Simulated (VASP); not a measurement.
All values below come from SCAN meta-GGA, VASP's PBE PAW potentials (set 64) (plane waves; VASP 6.6.1).

A VASP calculation is set up with these files.

**POSCAR**
```
GaP
1
    0.0000000000     2.6693721462     2.6693721462
    2.6693721462     0.0000000000     2.6693721462
    2.6693721462     2.6693721462     0.0000000000
Ga P
1 1
Direct
  0.0000000000   0.0000000000   0.0000000000
  0.2500000000   0.2500000000   0.2500000000
```

### INCAR
```
# general
SYSTEM  = GaP
PREC    = Accurate
ENCUT   = 520
LREAL   = F
LASPH   = T   # aspherical one-centre terms

# electronic loop
EDIFF   = 1E-7   # SCF stop (eV)
NELM    = 100   # most electronic steps
ALGO    = Normal
LMAXMIX = 4
LMIXTAU = T

# smearing
ISMEAR  = 0   # Gaussian
SIGMA   = 0.05   # width (eV)

# functional
METAGGA = SCAN

# ions
ISIF    = 2   # forces and stress, cell fixed

# output
LWAVE   = F
LCHARG  = F
```

### KPOINTS
```
K-points
0
G
8 8 8
```

POTCAR, in this order: Ga_d P (PBE.64 set). Program: vasp_std.

Output of the run:

OUTCAR:
```
 ion  position               nearest neighbor table
   1  0.000  0.000  0.000-   2 2.31   2 2.31   2 2.31   2 2.31
   2  0.250  0.250  0.250-   1 2.31   1 2.31   1 2.31   1 2.31
  LATTYP: Found a face centered cubic cell.
 ALAT       =     5.3387442924
 Subroutine PRICEL returns:
 Original cell was already a primitive cell.
 Subroutine GETGRP returns: Found 24 space group operations
The static configuration has the point symmetry T_d .
The dynamic configuration has the point symmetry T_d .
 Subroutine INISYM returns: Found 24 space group operations
 Subroutine IBZKPT returns following result:
 Found     29 irreducible k-points:

 Following reciprocal coordinates:
            Coordinates               Weight
  0.000000  0.000000  0.000000      1.000000
  0.125000  0.000000  0.000000      8.000000
  0.250000  0.000000  0.000000      8.000000
  0.375000  0.000000  0.000000      8.000000
  0.500000  0.000000  0.000000      4.000000
  0.125000  0.125000  0.000000      6.000000
  0.250000  0.125000  0.000000     24.000000
  0.375000  0.125000  0.000000     24.000000
  0.500000  0.125000  0.000000     24.000000
...
```

**OSZICAR**
```
       N       E                     dE             d eps       ncg     rms          rms(c)
DAV:   1     0.661680694420E+02    0.66168E+02   -0.96700E+03   759   0.210E+03
DAV:   2    -0.232563834013E+02   -0.89424E+02   -0.85805E+02   814   0.356E+02
DAV:   3    -0.297381561084E+02   -0.64818E+01   -0.64554E+01   929   0.797E+01
DAV:   4    -0.298563481000E+02   -0.11819E+00   -0.11809E+00   927   0.115E+01
DAV:   5    -0.298590708505E+02   -0.27228E-02   -0.27226E-02   948   0.150E+00    0.486E+00
DAV:   6    -0.274708718549E+02    0.23882E+01   -0.83475E-01   991   0.223E+01    0.311E+00
DAV:   7    -0.277317852233E+02   -0.26091E+00   -0.41335E-01   779   0.979E+00    0.177E+00
DAV:   8    -0.276121686210E+02    0.11962E+00   -0.14638E-01   774   0.594E+00    0.746E-01
DAV:   9    -0.275405033705E+02    0.71665E-01   -0.19690E-01   754   0.547E+00    0.121E-01
DAV:  10    -0.276170409508E+02   -0.76538E-01   -0.13036E-01   764   0.470E+00    0.625E-02
DAV:  11    -0.276183406232E+02   -0.12997E-02   -0.88389E-03   834   0.141E+00    0.434E-02
DAV:  12    -0.276187771243E+02   -0.43650E-03   -0.23851E-03   764   0.793E-01    0.163E-02
DAV:  13    -0.276189392077E+02   -0.16208E-03   -0.10668E-03   819   0.508E-01    0.292E-02
DAV:  14    -0.276190545289E+02   -0.11532E-03   -0.22274E-04   769   0.208E-01    0.231E-02
DAV:  15    -0.276190522696E+02    0.22593E-05   -0.20313E-06  1059   0.165E-02    0.218E-02
DAV:  16    -0.276190505741E+02    0.16955E-05   -0.33013E-08   552   0.247E-03    0.218E-02
DAV:  17    -0.276190600902E+02   -0.95161E-05   -0.13764E-05   754   0.695E-02    0.903E-03
DAV:  18    -0.276190654728E+02   -0.53826E-05   -0.24452E-06   764   0.250E-02    0.586E-03
DAV:  19    -0.276190645576E+02    0.91517E-06   -0.45809E-07   919   0.102E-02    0.373E-03
DAV:  20    -0.276190618061E+02    0.27515E-05   -0.32995E-07   764   0.913E-03    0.215E-03
DAV:  21    -0.276190595588E+02    0.22473E-05   -0.43975E-07   879   0.618E-03    0.495E-04
DAV:  22    -0.276190566801E+02    0.28787E-05   -0.16359E-07   652   0.556E-03    0.999E-04
DAV:  23    -0.276190554780E+02    0.12020E-05   -0.30880E-08   392   0.414E-03    0.426E-04
DAV:  24    -0.276190541671E+02    0.13109E-05   -0.90304E-09   392   0.175E-03    0.509E-04
DAV:  25    -0.276190543391E+02   -0.17199E-06   -0.76461E-09   392   0.152E-03    0.429E-04
DAV:  26    -0.276190541353E+02    0.20378E-06   -0.15148E-09   392   0.636E-04    0.270E-04
DAV:  27    -0.276190539202E+02    0.21515E-06   -0.16557E-09   377   0.725E-04    0.872E-05
DAV:  28    -0.276190541946E+02   -0.27445E-06   -0.59849E-10   377   0.361E-04    0.155E-05
DAV:  29    -0.276190542297E+02   -0.35046E-07   -0.15329E-10   377   0.213E-04
   1 F= -.27619054E+02 E0= -.27619054E+02  d E =-.711950E-15
```

OUTCAR:
```
------------------------ aborting loop because EDIFF is reached ----------------------------------------
  FORCE on cell =-STRESS in cart. coord.  units (eV):
  Direction    XX          YY          ZZ          XY          YZ          ZX
  --------------------------------------------------------------------------------------
  Total        1.4361933      1.4361933      1.4361933     -0.0000000      0.0000000     -0.0000000
  in kB       60.4875658     60.4875658     60.4875658     -0.0000000      0.0000000     -0.0000000
  external PRESSURE =      60.4875658 kB  Pullay stress =       0.0000000 kB
  volume of cell :       38.04
      direct lattice vectors                 reciprocal lattice vectors
     0.000000000  2.669372146  2.669372146    -0.187309964  0.187309964  0.187309964
     2.669372146  0.000000000  2.669372146     0.187309964 -0.187309964  0.187309964
     2.669372146  2.669372146  0.000000000     0.187309964  0.187309964 -0.187309964
  FREE ENERGIE OF THE ION-ELECTRON SYSTEM (eV)
  ---------------------------------------------------
  free  energy   TOTEN  =       -27.6190542297 eV

  energy  without entropy=      -27.6190542297  energy(sigma->0) =      -27.61905423
```
(Selected blocks of OUTCAR.)

The compound is GaP in the zinc blende structure. This cell is one point of a volume scan, at 0.94 of the reference volume.
